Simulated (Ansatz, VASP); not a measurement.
**Cross-check of Ta26W (Ta wire along [111], 3 atoms a period) between VASP and Ansatz**

One calculation is typed for both programs; each brings its own data sets. How far apart do they land? Of the first pair: The structure shown is the start of the Ansatz relaxation below; VASP solves that cell, so the two are compared at the walk's first step.

Method: plane waves, with VASP 6.6.1 beside it; single point at PBE, in Ansatz 0.2.0.

## Step 1: The structure

The cell holds 27 atoms: 26 Ta and 1 W. Its edges and angles: a = 9.148 Å, b = 9.511 Å, c = 24.233 Å, α = 90.0°, β = 90.0°, γ = 90.0°. Vacuum lies along a and b. The structure's axis is c.

## Step 2: Ansatz: relaxation, PBE

Ansatz runs on its default PAW (the set named soft_2) files.

The two programs are compared at the cell with which this relaxation starts, whose forces are those of its first step.

Contents of input.yaml:

```yaml
crystal:
  lattice:
    - [9.148, 0.0, 0.0]
    - [0.0, 9.511, 0.0]
    - [0.0, 0.0, 24.2333502014]
  atoms:
    - { symbol: Ta, position: [0.380367183, 0.371990335, 9.7781e-05] }
    - { symbol: Ta, position: [0.380367183, 0.627985341, 0.036939256] }
    - { symbol: Ta, position: [0.610887247, 0.499987838, 0.074074074] }
    - { symbol: Ta, position: [0.380367183, 0.371990335, 0.111208892] }
    - { symbol: Ta, position: [0.380367183, 0.627985341, 0.148050367] }
    - { symbol: Ta, position: [0.610887247, 0.499987838, 0.185185185] }
    - { symbol: Ta, position: [0.380367183, 0.371990335, 0.222320003] }
    - { symbol: Ta, position: [0.380367183, 0.627985341, 0.259161478] }
    - { symbol: Ta, position: [0.610887247, 0.499987838, 0.296296296] }
    - { symbol: Ta, position: [0.380367183, 0.371990335, 0.333431114] }
    - { symbol: Ta, position: [0.380367183, 0.627985341, 0.370272589] }
    - { symbol: Ta, position: [0.610887247, 0.499987838, 0.407407407] }
    - { symbol: W, position: [0.380367183, 0.371990335, 0.444542226], spin: 2.0 }
    - { symbol: Ta, position: [0.380367183, 0.627985341, 0.4813837] }
    - { symbol: Ta, position: [0.610887247, 0.499987838, 0.518518519] }
    - { symbol: Ta, position: [0.380367183, 0.371990335, 0.555653337] }
    - { symbol: Ta, position: [0.380367183, 0.627985341, 0.592494812] }
    - { symbol: Ta, position: [0.610887247, 0.499987838, 0.62962963] }
    - { symbol: Ta, position: [0.380367183, 0.371990335, 0.666764448] }
    - { symbol: Ta, position: [0.380367183, 0.627985341, 0.703605923] }
    - { symbol: Ta, position: [0.610887247, 0.499987838, 0.740740741] }
    - { symbol: Ta, position: [0.380367183, 0.371990335, 0.777875559] }
    - { symbol: Ta, position: [0.380367183, 0.627985341, 0.814717034] }
    - { symbol: Ta, position: [0.610887247, 0.499987838, 0.851851852] }
    - { symbol: Ta, position: [0.380367183, 0.371990335, 0.88898667] }
    - { symbol: Ta, position: [0.380367183, 0.627985341, 0.925828145] }
    - { symbol: Ta, position: [0.610887247, 0.499987838, 0.962962963] }
magnetization:
  spin_polarized: true
kpoints:
  mp_grid: { grid: [1, 1, 2] }
scf:
  occupations: { method: fermi_dirac, width: 0.1 }
hamiltonian:
  xc: pbe
relax:
  constraints:
    - { sites: [0, 1, 2, 3, 4, 5, 6, 7, 8, 18, 19, 20, 21, 22, 23, 24, 25, 26] }
  f_tol: 0.06
  max_steps: 35
basis:
  ecutwfc: "350 eV"
```

On the command line:

```
ansatz run input.yaml --threads 4 --pin off --max-ram 16384MiB --backend cpu --events-out ev --progress --plain --runs-dir out
```

Numbers of over 12 decimals in the logs are rounded to 6 here.

The program printed:

```text
Warning: basis.ecutwfc = 350 eV is below the records' recommended 420 eV, and the density's cutoff is lower with it unless basis.ecutrho_ratio is high enough to keep the records' density cutoff: compare with a run at a higher cutoff
Engine: ansatz 0.2.0, aarch64-unknown-linux-gnu
Pseudopotentials: kind: paw
Pseudopotential: Ta, paw, valence charge 13, recommended cutoff 420 eV (normal), Ta.paw.azcp
Pseudopotential: W, paw, valence charge 14, recommended cutoff 420 eV (normal), W.paw.azcp
Functional definition: PBE
  parameter kappa = 0.804
  parameter beta = 0.066725
  exchange = pbe_x(kappa = kappa, mu = beta*pi^2/3)
  correlation = pbe_c(beta = beta)
Crystal: 27 atoms, lattice volume = 2108.462 Å³
Basis set: ecut = 350 eV, 31339 PW (Γ), exchange–correlation on 120×120×300 points (8 copies of the dense FFT grid, shifted against one another)
Bands: 213, of which v1, the nominal top of the filled ones, is band 176 counted from 1 (175 counted from 0)
Symmetry: 1 space group operations
Space group: P1 (ITA 1), of the structure as read, at distance tolerance 1.3e-4 Å
Magnetic group: BNS 1.1 (UNI 1), of the structure as read, at distance tolerance 1.3e-4 Å
k-points: 2
Non-local potential: Ta, projectors of the file, l = 0: 3, l = 1: 2, l = 2: 2, l = 3: 1
Non-local potential: W, projectors of the file, l = 0: 3, l = 1: 2, l = 2: 2, l = 3: 1
PAW form: soft (Blöchl's): semilocal exchange-correlation on the pseudo side does not see the compensation charge
PAW one-centre angular grid: Ta, 590 points (default); XC on 64 Gauss nodes
PAW one-centre angular grid: W, 590 points (default); XC on 64 Gauss nodes
Initial density: superposition of atomic densities (neutral atoms: chi_scale 0, normalization atom)
Starting moments: Σ|m| = 2 μB on 1 of 27 sites
Initial wavefunctions: pseudopotential atomic-orbital guess
Functional: x = pbe(κ = 0.804, μ = 0.219515), c = pbe(β = 0.066725)
SCF iter   1: F=—  HF=-268598.041513 eV  |F-HF|=—  |Δ(HF+E_count)|=         —  Δρ=2.23e-2 (↑2.21e-2 ↓2.23e-2)  dr2=1.84e2  dr2_m=1.85e-1  M=0.741 μB ∫|m|=1.677 μB  β_m=0.30  ethr=3.10e-3  ⟨swp⟩=9.0  Hψ=3680  notcnv=0
Mixer restart at iter 1: flushing history
preconditioner: auto → LDOS  [metal: Δε(μ)=0.057 eV  Ē_g=3.934 eV  σ=0.100 eV  W_gap=0.14  n_scr=284 (ndim 8)  ℏωp=9.4 eV  f_vac=0.535  D(μ)=18.18/eV (n_scr^D=72)]
spin=Collinear: LDOS preconditioning applied to the charge; magnetization (m = ρ↑ − ρ↓) channel mixes plain (no charge-response kernel on spin).
SCF iter   2: F=—  HF=-268563.363010 eV  |F-HF|=—  |Δ(HF+E_count)|=    3.47e1  Δρ=1.22e-2 (↑1.22e-2 ↓1.22e-2)  dr2=4.04e1  dr2_m=1.14e-1  M=0.699 μB ∫|m|=1.719 μB  β_m=0.41  ethr=3.10e-3  ⟨swp⟩=5.0  Hψ=2312  notcnv=0
SCF iter   3: F=—  HF=-268555.307327 eV  |F-HF|=—  |Δ(HF+E_count)|=    8.06e0  Δρ=3.87e-3 (↑3.87e-3 ↓3.58e-3)  dr2=1.10e0  dr2_m=4.15e-2  M=0.733 μB ∫|m|=1.647 μB  β_m=0.49  ethr=3.10e-3  ⟨swp⟩=8.0  Hψ=2512  notcnv=0
SCF iter   4: F=—  HF=-268555.604760 eV  |F-HF|=—  |Δ(HF+E_count)|=   2.97e-1  Δρ=1.73e-3 (↑1.73e-3 ↓1.58e-3)  dr2=2.73e-1  dr2_m=1.79e-2  M=0.622 μB ∫|m|=1.506 μB  β_m=0.64  ethr=3.12e-4  ⟨swp⟩=8.5  Hψ=2040  notcnv=0  defer=4
SCF iter   5: F=—  HF=-268555.768575 eV  |F-HF|=—  |Δ(HF+E_count)|=         —  Δρ=1.00e-3 (↑1.00e-3 ↓9.49e-4)  dr2=1.91e-2  dr2_m=1.52e-2  M=0.359 μB ∫|m|=1.108 μB  β_m=0.64  ethr=7.75e-5  ⟨swp⟩=5.5  Hψ=2010  notcnv=0
SCF iter   6: F=—  HF=-268555.777403 eV  |F-HF|=—  |Δ(HF+E_count)|=   8.83e-3  Δρ=5.49e-4 (↑5.49e-4 ↓5.38e-4)  dr2=3.36e-3  dr2_m=5.29e-3  M=0.290 μB ∫|m|=0.937 μB  β_m=0.82  ethr=5.43e-6  ⟨swp⟩=2.5  Hψ=1647  notcnv=0
SCF iter   7: F=—  HF=-268555.783971 eV  |F-HF|=—  |Δ(HF+E_count)|=   6.57e-3  Δρ=2.01e-4 (↑1.98e-4 ↓2.01e-4)  dr2=8.95e-4  dr2_m=6.88e-4  M=0.189 μB ∫|m|=0.648 μB  β_m=0.87  ethr=9.55e-7  ⟨swp⟩=4.0  Hψ=2004  notcnv=0
SCF iter   8: F=—  HF=-268555.785900 eV  |F-HF|=—  |Δ(HF+E_count)|=   1.93e-3  Δρ=1.16e-4 (↑1.16e-4 ↓1.16e-4)  dr2=7.34e-4  dr2_m=2.10e-4  M=0.140 μB ∫|m|=0.488 μB  β_m=0.83  ethr=2.54e-7  ⟨swp⟩=3.8  Hψ=1981  notcnv=0
SCF iter   9: F=—  HF=-268555.786663 eV  |F-HF|=—  |Δ(HF+E_count)|=   7.63e-4  Δρ=7.07e-5 (↑7.07e-5 ↓6.66e-5)  dr2=8.19e-5  dr2_m=8.33e-5  M=0.106 μB ∫|m|=0.372 μB  β_m=0.91  ethr=2.09e-7  ⟨swp⟩=3.2  Hψ=1819  notcnv=0
[...]
SCF iter   7: F=—  HF=-268555.907789 eV  |F-HF|=—  |Δ(HF+E_count)|=   9.00e-7  Δρ=1.67e-6 (↑1.67e-6 ↓1.58e-6)  dr2=2.68e-7  dr2_m=2.90e-8  M=0.002 μB ∫|m|=0.004 μB  β_m=0.72  ethr=3.99e-10  ⟨swp⟩=2.5  Hψ=1578  notcnv=0
iter 8 did not close the SCF: its close was put off for a magnetic moment that had not settled (scf_convergence_deferred on its scf_iter line)
SCF iter   8: F=-268555.907789 eV  HF=-268555.907789 eV  |F-HF|=1.57e-8  |Δ(HF+E_count)|=   1.30e-7  Δρ=9.64e-7 (↑9.44e-7 ↓9.64e-7)  dr2=4.22e-8  dr2_m=1.30e-8  M=0.002 μB ∫|m|=0.004 μB  β_m=0.78  ethr=2.84e-11  ⟨swp⟩=2.2  Hψ=3421  notcnv=0
iter 9 did not close the SCF: its close was put off for a magnetic moment that had not settled (scf_convergence_deferred on its scf_iter line)
[...]
SCF iter  11: F=-268555.907789 eV  HF=-268555.907789 eV  |F-HF|=2.21e-9  |Δ(HF+E_count)|=   2.28e-8  Δρ=3.20e-7 (↑3.20e-7 ↓2.85e-7)  dr2=2.30e-9  dr2_m=1.57e-9  M=0.001 μB ∫|m|=0.002 μB  β_m=0.96  ethr=1.07e-12  ⟨swp⟩=1.0  Hψ=3059  notcnv=0
SCF iter  12: F=-268555.907789 eV  HF=-268555.907789 eV  |F-HF|=1.69e-9  |Δ(HF+E_count)|=   1.61e-8  Δρ=1.75e-7 (↑1.40e-7 ↓1.75e-7)  dr2=2.81e-9  dr2_m=2.67e-10  M=0.000 μB ∫|m|=0.001 μB  ethr=1.00e-12  ⟨swp⟩=1.0  Hψ=3170  notcnv=0
the starting moments were not kept: the SCF closed with an absolute magnetisation of 7.3e-4 μB, where they sum to 2 μB in size (1 site). That is at most 0.1 of that sum. Measured as dr2_m measures the in/out step, that magnetisation stands 4.6e-9 eV from none, at or under the dr2_threshold of 1.0e-7 eV: it is no larger than a step whose dr2_m would equal this threshold.
SCF 5 converged in 12 iterations: F = -268555.907789 eV  dr2 = 2.81e-9
relax step   5: F+E_penalty+E_count = -268555.90778934 eV  Δ(F+E_penalty+E_count) = -8.871e-3 eV  max|allowed force component| = 5.681e-2 eV/Å  Δτ_max = 0.0250 Å  (12 SCF iters, accepted)
SCF converged after 12 iterations
Magnetization: 0.0002 μB (176.0001 up, 175.9999 down)
Absolute magnetization: 0.0007 μB (∫|ρ↑−ρ↓|, with the PAW one-centre terms)
Spin contamination: 0.0000 ħ² per cell (⟨S²⟩ above its minimum at these occupations)
Per-site moments (μB) at R_I (Å): [(-3.005358013349733e-6, 1.069734), (5.285237049440382e-6, 1.069734), (-2.624520730021345e-6, 1.070823), (-2.3401188624414544e-6, 1.069734), (1.2311724703853422e-5, 1.069734), (-1.1263484836405473e-5, 1.070823), (4.809758700898553e-6, 1.069734), (2.056149895643625e-5, 1.069734), (-1.3307502289577794e-5, 1.070823), (1.54909308157793e-5, 1.070941), (2.6542955542922263e-6, 1.070941), (- [...]
Free energy (F): -268555.907789 eV
Harris-Foulkes:  -268555.907789 eV  (|F-HF|=1.69e-9)
Internal energy: -268554.424743 eV  (E = F + TS)
E sigma→0 (E₀):  -268555.166266 eV
Entropy (-TS):   -1.483046 eV (-54.928 meV/atom)
Fermi energy:    1.615134 eV
--- Per-component energies (eV) ---
  E_band       = -8882.326322
  E_kinetic    = 9927.492373
  E_local      = -86311.441719  (includes V_loc(G=0)·N_el)
  E_nonlocal   = 445.152325
  E_hartree    = 37790.650749
  E_xc         = -5887.656126
  E_vxc        = -5464.296425  (∫ρ·V_xc dr)
  E_paw        = -226879.480345  (= ΣΔE_a)
  E_vpaw       = -3060.544815  (= ΣTr[D̂ρ^β])
  E_aug_tail   = 0.008572  (compensation charges beyond the density's cutoff)
  E_ewald      = 2360.849428
  E_smearing   = -1.483046  (= −TS)
  E_closure    = -0.000000  (closes the sum)
  Σ components = -268555.907789   (vs F -268555.907789, Δ=0.00e0)
--- Forces (eV/Å), atoms counted from 1 ---
  atom   1  Ta    -0.00230755    -0.00682390     0.04598497
  atom   2  Ta    -0.00859405     0.00746340     0.03341558
  atom   3  Ta     0.02317667    -0.00100770     0.04229183
  atom   4  Ta    -0.05904504    -0.04170281     0.01403389
  atom   5  Ta    -0.01853178     0.07227622    -0.06878121
  atom   6  Ta     0.05693181    -0.01444902    -0.03422982
  atom   7  Ta    -0.00775213    -0.02297804     0.18000688
  atom   8  Ta    -0.06899491     0.05696881    -0.07350441
  atom   9  Ta     0.04499717    -0.05571137     0.01291328
  atom  10  Ta     0.02285748    -0.00825514     0.05226670
  atom  11  Ta     0.05531637    -0.01328386     0.01028468
  atom  12  Ta    -0.02491936     0.01008493    -0.00215473
  atom  13  W      0.00148986    -0.00470213    -0.00384651
  atom  14  Ta     0.00495054    -0.01055872     0.02348340
  atom  15  Ta    -0.03252171     0.02439041    -0.01534231
  atom  16  Ta    -0.01767760     0.03159488    -0.05680518
  atom  17  Ta     0.00258478    -0.03992538     0.00976890
  atom  18  Ta     0.02835658    -0.02573243    -0.01230698
  atom  19  Ta     0.01213763     0.02041562    -0.14015381
  atom  20  Ta    -0.05469128     0.05775059     0.03270690
  atom  21  Ta     0.05875384     0.01026127     0.04098170
  atom  22  Ta    -0.01685896    -0.08454039     0.01544067
  atom  23  Ta    -0.04215399     0.01792748    -0.01947433
  atom  24  Ta     0.03602523     0.01584179    -0.02107824
  atom  25  Ta    -0.01096692     0.00636296    -0.02192945
  atom  26  Ta    -0.00167897     0.00288250    -0.03229769
  atom  27  Ta     0.01914516    -0.00454247    -0.01167511
  max |Σ_I F_I| component: 2.89e-5 eV/Å
--- Relaxed structure (5 steps of the walk, 4 accepted, 0 SCFs on fresh bases) ---
  F+E_penalty+E_count = -268555.90778934 eV   max|allowed force component| = 5.681e-2 eV/Å
  atoms:
    - { symbol: Ta, position: [0.380367183, 0.371990, 9.778100000000002e-5] }
    - { symbol: Ta, position: [0.380367183, 0.627985341, 0.036939] }
    - { symbol: Ta, position: [0.610887, 0.499988, 0.074074074] }
    - { symbol: Ta, position: [0.380367183, 0.371990, 0.111209] }
    - { symbol: Ta, position: [0.380367183, 0.627985341, 0.148050] }
    - { symbol: Ta, position: [0.610887, 0.499988, 0.185185] }
    - { symbol: Ta, position: [0.380367183, 0.371990, 0.222320] }
    - { symbol: Ta, position: [0.380367183, 0.627985341, 0.259161478] }
    - { symbol: Ta, position: [0.610887, 0.499988, 0.296296296] }
    - { symbol: Ta, position: [0.377948, 0.378385, 0.334938] }
    - { symbol: Ta, position: [0.386977, 0.636597, 0.369519] }
    - { symbol: Ta, position: [0.614075, 0.501403, 0.408196] }
    - { symbol: W, position: [0.388036, 0.385304, 0.444671] }
    - { symbol: Ta, position: [0.376596, 0.631818, 0.480771] }
    - { symbol: Ta, position: [0.613404, 0.511975, 0.519406] }
    - { symbol: Ta, position: [0.387305, 0.372635, 0.554299] }
    - { symbol: Ta, position: [0.374243, 0.627019, 0.592534] }
    - { symbol: Ta, position: [0.609143, 0.504567, 0.629786] }
    - { symbol: Ta, position: [0.380367183, 0.371990, 0.666764448] }
    - { symbol: Ta, position: [0.380367183, 0.627985341, 0.703606] }
    - { symbol: Ta, position: [0.610887, 0.499988, 0.740741] }
    - { symbol: Ta, position: [0.380367183, 0.371990, 0.777876] }
    - { symbol: Ta, position: [0.380367183, 0.627985341, 0.814717] }
    - { symbol: Ta, position: [0.610887, 0.499988, 0.851852] }
    - { symbol: Ta, position: [0.380367183, 0.371990, 0.888987] }
    - { symbol: Ta, position: [0.380367183, 0.627985341, 0.925828] }
    - { symbol: Ta, position: [0.610887, 0.499988, 0.962963] }
```

[end of part 1 of 3]

[Lines on the potential files, build, host, timing and source positions are cut from VASP's logs without a mark.]

[Logs are printed without paths, hosts, clocks, repeated set-up lines and the standing remarks that a program may print on its own settings, such as how far it seeks lower states.]

[Hosts, paths, dates, database ids (printed as entryN), source tags and the programs' standing remarks are cut or masked in the printed files.]
